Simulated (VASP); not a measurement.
An input for Ansatz (written as the equivalent of a VASP run, and not itself run):

Ansatz 0.2 input:
```yaml
crystal:
  lattice:
    - [4.0364240, 0.0000000, 0.0000000]
    - [0.0000000, 4.0364240, 0.0000000]
    - [0.0000000, 0.0000000, 6.1589630]
  atoms:
    - { symbol: Mo, position: [0.0000000, 0.0000000, 0.0000000] }
    - { symbol: Mo, position: [0.5000000, 0.5000000, 0.0000000] }
    - { symbol: Mo, position: [0.5000000, 0.0000000, 0.2700000] }
    - { symbol: Mo, position: [0.0000000, 0.5000000, 0.7300000] }
    - { symbol: Ge, position: [0.5000000, 0.0000000, 0.7000000] }
    - { symbol: Ge, position: [0.0000000, 0.5000000, 0.3000000] }
kpoints:
  mp_grid: { grid: [3, 3, 2] }
hamiltonian:
  xc: pbe
  pseudopotentials: { kind: paw }
scf:
  occupations: { method: fermi_dirac, width: 0.1 }
  max_iter: 100
output: { forces: true, stress: true, eigenvalues: true }
```

Q: Translate this input to VASP (INCAR, KPOINTS, POSCAR, choice of POTCAR).

A: One answer among several that fit: 
### POSCAR
```
GeMo2
1
    4.0364240000     0.0000000000     0.0000000000
    0.0000000000     4.0364240000     0.0000000000
    0.0000000000     0.0000000000     6.1589630000
Mo Ge
4 2
Direct
  0.0000000000   0.0000000000   0.0000000000
  0.5000000000   0.5000000000   0.0000000000
  0.5000000000   0.0000000000   0.2700000000
  0.0000000000   0.5000000000   0.7300000000
  0.5000000000   0.0000000000   0.7000000000
  0.0000000000   0.5000000000   0.3000000000
```

### INCAR
```
SYSTEM=GeMo2
PREC=Accurate; ENCUT=300; LREAL=.FALSE.
LASPH=.TRUE.
EDIFF=1E-6; NELM=100; ALGO=Normal
LMAXMIX=4
ISMEAR=-1; SIGMA=0.1
GGA=PE
ISIF=2
LWAVE=.FALSE.; LCHARG=.FALSE.
```

### KPOINTS
```
Automatic mesh
0
Gamma
3 3 2
0 0 0
```

POTCAR, in this order: Mo_sv Ge_d (PBE.64 set). Program: vasp_std.

The two are equivalent in intent, not identical: each code has its own PAW files, so the cut-off isn't converted (ENCUT is set for VASP's; basis.ecutwfc is left out, and Ansatz then takes the one that its files recommend); Ansatz stops its SCF on the density residual and VASP on the energy change (EDIFF).

The structure was generated: GeMo2 was put into an ordered model structure, which need not be its known phase. The cell was not relaxed at this level, and its volume differs by -5.9 % from the start's. The k-mesh is coarse (spacing up to 0.52 per Å, 2π included), so the numbers may not be converged in it.
